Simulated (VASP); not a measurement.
## Bulk modulus of hcp metals: LDA against PBE

VASP (plane waves, PAW); cells keep the symmetry of their structure type. Static lattice, from a third-order Birch-Murnaghan fit over five volumes at each level.

Here x stands for PBE B0 and y for LDA B0.

| solid | PBE B0 (GPa) | LDA B0 (GPa) | cut-off (eV) |
|---|---|---|---|
| Mg | 35.9 | 40.6 | 520 |
| Zn | 71.7 | 101.1 | 520 |
| Zr | 93.7 | 100.8 | 520 |
| Ti | 112.0 | 125.6 | 520 |
| Be | 123.1 | 131.1 | 520 |
| Tc | 300.7 | 341.4 | 520 |
| Os | 404.6 | ? | 520 |

Fit y of the 6 rows that show it with a straight line. With u = x - 123, the rows have u = -87.10, -51.30, -29.30, -11.00, 0.10, 177.70. Means: u -0.15000, y 140.10. About the means, the sum of products is 47748 and the sum of squares of u is 42775; the slope is their ratio. Least squares gives y = 140.27 + 1.11627·u. Residuals (row less fit): -2.44, 18.09, -6.76, -2.39, -9.28, 2.77; standard error 10.94 (degrees of freedom: 4). The slope is 1.12 with a standard error of 0.053.

Problem. Estimate the missing y (x = 404.6); what did the run itself give?

Solution. u = 281.60, so y = 140.27 + 1.11627 × 281.60 = 454.61 GPa. The calculation gives 453.6 GPa, 1.01 GPa below the prediction (0.2 % of the range of y in the table). The row lies outside the fitted rows, so this is an extrapolation. From the scatter of the fitted rows alone, a prediction at this place has a standard error of 19.02 GPa, so the miss is 0.1 times that.

The rows are a random draw from the solids of this series computed here; series whose standard error about the line passes 12 to 30 % of the range of y, or with no trend, aren't shown in this form.
